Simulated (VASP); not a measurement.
**Cd$_{4}$S$_{2}$Te$_{2}$ (ordered alloy cell): computed properties**

Level of theory: PBEsol GGA, VASP's PBE PAW potentials (set 64) (plane waves; VASP).

```yaml
space_group: P-4m2 (115)
cell: a = 4.3621 Å, b = 4.3621 Å, c = 6.1298 Å, α = 90.00°, β = 90.00°, γ = 90.00°
volume_per_atom: 29.16 Å^3/atom
band gap (on the k-mesh): 0.44 eV
smallest direct gap (on the k-mesh): 0.44 eV
band_edge_character: direct, Γ to Γ
density: 5.47 g/cm³
```

```cif
data_Cd4S2Te2
_chemical_formula_sum 'Cd4 Te2 S2'
_space_group_name_H-M_alt 'P 1'
_space_group_IT_number 1
_cell_length_a 6.16896
_cell_length_b 6.16896
_cell_length_c 6.12980
_cell_angle_alpha 90.000
_cell_angle_beta 90.000
_cell_angle_gamma 90.000
loop_
_space_group_symop_operation_xyz
  'x, y, z'
loop_
_atom_site_label
_atom_site_type_symbol
_atom_site_fract_x
_atom_site_fract_y
_atom_site_fract_z
_atom_site_occupancy
Cd1 Cd 0.00000 0.00000 0.97055 1
Cd2 Cd 0.50000 0.50000 0.97055 1
Cd3 Cd 0.50000 0.00000 0.52945 1
Cd4 Cd 0.00000 0.50000 0.52945 1
Te1 Te 0.25000 0.25000 0.25000 1
Te2 Te 0.75000 0.75000 0.25000 1
S1 S 0.75000 0.25000 0.75000 1
S2 S 0.25000 0.75000 0.75000 1
```

Unless said otherwise, spin-orbit coupling is left out, though it shifts the bands of the heavy elements here.

The structure was generated: Cd4S2Te2 was put into an ordered model structure (P-4m2), which need not be its known phase. It was relaxed first. Symmetry was kept, so distortions that lower it aren't found.
